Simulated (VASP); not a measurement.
**SnO in VASP: how settings move the LDA relaxation**

The LDA relaxation of SnO (zincblende) is repeated with altered inputs. Which of them can be trusted? This is a trial cell built on a prototype, not taken from a measured structure, and it needn't be the compound's ground state.

The runs shown are made with VASP 6.6.1. PAW datasets, plane waves. Values at 0 K without nuclear motion; spin polarisation is off (in the reference), and the phase may be a hypothetical one.

**1. The cell**

The cell comes from an earlier relaxation with PBE in another program. Some of the altered inputs switch spin polarisation on.

The symmetry is F-43m (No. 216, cubic); conventional cell a = 5.477 Å, 20.54 Å³ an atom. Near Sn stand 4 O at 2.37 Å; near O stand 4 Sn at 2.37 Å.

As a file:

```xyz
2
Lattice="0.0000 2.7386 2.7386 2.7386 0.0000 2.7386 2.7386 2.7386 0.0000" Properties=species:S:1:pos:R:3 pbc="T T T"
Sn    0.0000    0.0000    0.0000
O     1.3693    1.3693    1.3693
```

The LDA run on sound settings gave: energy (σ→0) -11.8044 eV, final volume 18.783 Å³/atom.

**2. Altered input 1**

File INCAR:

```
ENCUT = 600.000000
SIGMA = 0.020000
EDIFF = 1.00e-07
EDIFFG = -5.00e-03
GGA = CA
PREC = Accurate
IBRION = 2
ISIF = 3
ISMEAR = -1
NBANDS = 17
NELM = 120
NSW = 40
LASPH = .TRUE.
LCHARG = .FALSE.
LWAVE = .FALSE.
LREAL = .FALSE.
ISPIN = 2
MAGMOM = -0.5 0.5
```

File KPOINTS:

```
KPOINTS created by Atomic Simulation Environment
0
Monkhorst-Pack
12 12 12
0 0 0
```

File POSCAR:

```
Sn O
 1.0000000000000000
    -0.0000000000000000    2.7385992836239024    2.7385992836239024
     2.7385992836239024    0.0000000000000000    2.7385992836239024
     2.7385992836239024    2.7385992836239024    0.0000000000000000
 Sn  O
   1   1
Cartesian
  0.0000000000000000  0.0000000000000000  0.0000000000000000
  1.3692996418119512  1.3692996418119512  1.3692996418119512
```

The run uses the recommended LDA PAW datasets (20 valence electrons a neutral cell).

On the command line:

```console
mpirun -np 1 vasp_std
```

**3. Altered input 2**

File INCAR:

```
ENCUT = 600.000000
SIGMA = 0.020000
EDIFF = 1.00e-07
EDIFFG = -5.00e-03
GGA = CA
PREC = Accurate
IBRION = 2
ISIF = 3
ISMEAR = -1
NBANDS = 17
NSW = 40
LASPH = .TRUE.
LCHARG = .FALSE.
LWAVE = .FALSE.
LREAL = .TRUE.
NELM = 90
```

File KPOINTS:

```
KPOINTS created by Atomic Simulation Environment
0
Gamma
8 8 8
0 0 0
```

File POSCAR:

```
Sn O
 1.0000000000000000
    -0.0000000000000000    2.7385992836239024    2.7385992836239024
     2.7385992836239024    0.0000000000000000    2.7385992836239024
     2.7385992836239024    2.7385992836239024    0.0000000000000000
 Sn  O
   1   1
Cartesian
  0.0000000000000000  0.0000000000000000  0.0000000000000000
  1.3692996418119512  1.3692996418119512  1.3692996418119512
```

What does the calculation give? Wanted: for each run, changed; ending; energy change; volume; electronic steps; usable.

**Answer**, as computed:

| run | changed | ending | energy change (meV/atom) | volume (Å³/atom) | electronic steps | time | usable |
| --- | --- | --- | --- | --- | --- | --- | --- |
| ref. | – | converged | 0 | 18.783 | – | – | yes |
| 1 | ISPIN = 2, MAGMOM = -0.5 0.5, mesh 12×12×12, shifted mesh | converged | -3.5 | 18.855 | 34 | 3.4 min | yes |
| 2 | LREAL = .TRUE., NELM = 90 | converged | 33.1 | 18.681 | 83 | 76 s | no |

**Reading.** Of 2 altered inputs, 1 ended normally on a faulty or unsound input, 1 gave usable results. «ISPIN = 2, MAGMOM = -0.5 0.5, mesh 12×12×12, shifted mesh» moves the energy by -3.5 meV/atom.
